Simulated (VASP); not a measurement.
Data:

```yaml
crystal:
  lattice:
    - [-1.90033, 1.90033, 4.65114]
    - [1.90033, -1.90033, 4.65114]
    - [1.90033, 1.90033, -4.65114]
  atoms:
    - { symbol: La, position: [0.00000, 0.00000, 0.00000] }
    - { symbol: Ge, position: [0.33530, 0.33530, 0.00000] }
    - { symbol: Ge, position: [0.66470, 0.66470, 0.00000] }
```

Computed with PBE GGA, VASP's PBE PAW potentials (set 64) (plane waves; VASP). Numerical set-up: 300 eV cut-off, 7×7×7 Γ-centred mesh, Fermi-Dirac smearing of 0.050 eV, potentials La Ge_d.

At this cut-off the stress carries a Pulay error, which pulls relaxed volumes low.

**Question.** Give the force on each atom (eV/Å).

**Answer.** 
| atom | Fx | Fy | Fz |
|---|---|---|---|
| La1 | 0.000 | 0.000 | 0.000 |
| Ge2 | 0.000 | 0.000 | -0.902 |
| Ge3 | 0.000 | 0.000 | 0.902 |

**Question.** Give the stress tensor in GPa (positive for a compressed cell).

**Answer.** 
```
6.83  0.00  0.00
0.00  6.83  0.00
0.00  0.00  4.10
```
The pressure is its mean diagonal, 5.92 GPa.

The structure was generated: LaGe2 was put into an ordered model structure, which need not be its known phase. The cell was not relaxed at this level. The k-mesh is coarse (spacing up to 0.33 per Å, 2π included), so the numbers may not be converged in it. The electron count is odd and the run is not spin-polarised, which forces a metal.
